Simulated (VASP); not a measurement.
All values below come from vdW-DF-cx, VASP's PBE PAW potentials (set 64) (plane waves; VASP).

Input for VASP

### POSCAR
```
Na
3.7616250
 -0.5773502972   0.5773502972   0.5773502972
  0.5773502972  -0.5773502972   0.5773502972
  0.5773502972   0.5773502972  -0.5773502972
Na
1
direct
  0.0000000000   0.0000000000   0.0000000000
```

INCAR:
```
# general
SYSTEM   = Na
PREC     = Accurate
ENCUT    = 520
LREAL    = .FALSE.
LASPH    = .TRUE.

# electronic loop
EDIFF    = 1E-7
NELM     = 100
ALGO     = Normal

# smearing
ISMEAR   = 1
SIGMA    = 0.1

# functional
GGA      = CX
LUSE_VDW = .TRUE.
AGGAC    = 0.0

# ions
ISIF     = 2

# output
LWAVE    = .FALSE.
LCHARG   = .FALSE.
```

### KPOINTS
```
K-points
0
Gamma
 12 12 12
```

POTCAR, in this order: Na_pv (PBE.64 set). Program: vasp_std.

The resulting files:

File OSZICAR:
```
       N       E                     dE             d eps       ncg     rms          rms(c)
DAV:   1     0.232196338104E+02    0.23220E+02   -0.38437E+03  1008   0.818E+02
DAV:   2     0.136334457889E+01   -0.21856E+02   -0.21835E+02  1022   0.141E+02
DAV:   3     0.898848111109E+00   -0.46450E+00   -0.46449E+00  1309   0.298E+01
DAV:   4     0.894830434662E+00   -0.40177E-02   -0.40177E-02  1260   0.246E+00
DAV:   5     0.894758764706E+00   -0.71670E-04   -0.71670E-04  1288   0.285E-01    0.231E-01
DAV:   6     0.891683863034E+00   -0.30749E-02   -0.10855E-03  1141   0.284E-01    0.159E-01
DAV:   7     0.889268390347E+00   -0.24155E-02   -0.40834E-03  1029   0.578E-01    0.955E-03
DAV:   8     0.889249448433E+00   -0.18942E-04   -0.24426E-05  1267   0.553E-02    0.464E-03
DAV:   9     0.889239144179E+00   -0.10304E-04   -0.17902E-05  1071   0.329E-02    0.895E-04
DAV:  10     0.889239080265E+00   -0.63914E-07   -0.18219E-07  1211   0.764E-03
   1 F= 0.88923908E+00 E0= 0.88951725E+00  d E =-.834508E-03
```

### OUTCAR
```
------------------------ aborting loop because EDIFF is reached ----------------------------------------
  FORCE on cell =-STRESS in cart. coord.  units (eV):
  Direction    XX          YY          ZZ          XY          YZ          ZX
  --------------------------------------------------------------------------------------
  Total       -0.0977509     -0.0977509     -0.0977509      0.0000000      0.0000000      0.0000000
  in kB       -3.8223179     -3.8223179     -3.8223179      0.0000000      0.0000000      0.0000000
  external PRESSURE =      -3.8223179 kB  Pullay stress =       0.0000000 kB
  volume of cell :       40.97
      direct lattice vectors                 reciprocal lattice vectors
    -2.171775312  2.171775312  2.171775312     0.000000000  0.230226395  0.230226395
     2.171775312 -2.171775312  2.171775312     0.230226395  0.000000000  0.230226395
     2.171775312  2.171775312 -2.171775312     0.230226395  0.230226395  0.000000000
 POSITION                                       TOTAL-FORCE (eV/Angst)
 -----------------------------------------------------------------------------------
      0.00000      0.00000      0.00000        -0.000000      0.000000     -0.000000
 -----------------------------------------------------------------------------------
    total drift:                                0.000000     -0.000000      0.000000
  FREE ENERGIE OF THE ION-ELECTRON SYSTEM (eV)
  ---------------------------------------------------
  free  energy   TOTEN  =         0.8892390803 eV

  energy  without entropy=        0.8900735883  energy(sigma->0) =        0.88951725
```
(Selected blocks of OUTCAR.)

The compound is Na in the bcc structure. This cell is one point of a volume scan, at 1.06 of the reference volume.
